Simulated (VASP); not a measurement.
Data:

```
InPd
1.0
    3.33383     0.00000     0.00000
    0.00000     3.33383     0.00000
    0.00000     0.00000     3.33383
In Pd
1 1
Cartesian
  1.66692   1.66692   1.66692
  0.00000   0.00000   0.00000
```

These are revPBE GGA, VASP's PBE PAW potentials (set 64) (plane waves; VASP) values and carry that method's errors. Numerical set-up: 520 eV cut-off, 10×10×10 Γ-centred mesh, first-order Methfessel-Paxton smearing of 0.10 eV, potentials In_d Pd.

Unless said otherwise, spin-orbit coupling is left out, though it shifts the bands of the heavy elements here.

Predict the energy per atom (σ→0), band gap (on the k-mesh) with the smallest direct gap where there is one.

```json
{
  "band gap (on the k-mesh)": "none (metal, semimetal or under 0.01 eV)",
  "energy per atom (σ→0)": "-3.974 eV/atom"
}
```

The absolute energy has meaning only against runs of the same code, potentials and settings.

The compound is PdIn in the CsCl type structure. It was relaxed first, which changed the volume by +8 %. The start is the result of an earlier pass. The electron count is odd and the run is not spin-polarised, which forces a metal.
